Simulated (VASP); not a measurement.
Computed with PBE GGA with D3 dispersion (zero damping), VASP's PBE PAW potentials (set 64) (plane waves; VASP).

VASP input:

### KPOINTS
```
Automatic mesh
0
Gamma
7 7 4
0 0 0
```

**INCAR**
```
# general
SYSTEM  = La2O3
PREC    = Accurate
ENCUT   = 520
LREAL   = .FALSE.
LASPH   = .TRUE.

# electronic loop
EDIFF   = 1E-7
NELM    = 100
ALGO    = Normal
LMAXMIX = 6

# smearing
ISMEAR  = 0
SIGMA   = 0.05

# functional
GGA     = PE
IVDW    = 11

# ions
IBRION  = 2
NSW     = 30
ISIF    = 4
EDIFFG  = -0.01

# output
LWAVE   = .FALSE.
LCHARG  = .FALSE.
```

### POSCAR
```
La2O3
1
    1.9596715370    -3.3942505788     0.0000000000
    1.9596715370     3.3942505788     0.0000000000
    0.0000000000     0.0000000000     6.1050325385
La O
2 3
Direct
  0.3333330000   0.6666670000   0.2458258410
  0.6666670000   0.3333330000   0.7541741590
  0.0000000000   0.0000000000   0.0000000000
  0.3333330000   0.6666670000   0.6462239962
  0.6666670000   0.3333330000   0.3537760038
```

POTCAR, in this order: La O (PBE.64 set). Program: vasp_std.

### Question
What will the output report for the number of irreducible k-points (NKPTS), largest plane-wave count, number of space-group operations, FFT grid (NGX, NGY, NGZ)?

### Answer

```json
{
 "number of irreducible k-points (NKPTS)": "28",
 "largest_plane_wave_count": "2213",
 "number_of_space_group_operations": "12",
 "FFT grid (NGX, NGY, NGZ)": "30 × 30 × 48"
}
```

The compound is La2O3 in the a-type structure. This run relaxes it. Symmetry was kept, so distortions that lower it aren't found.
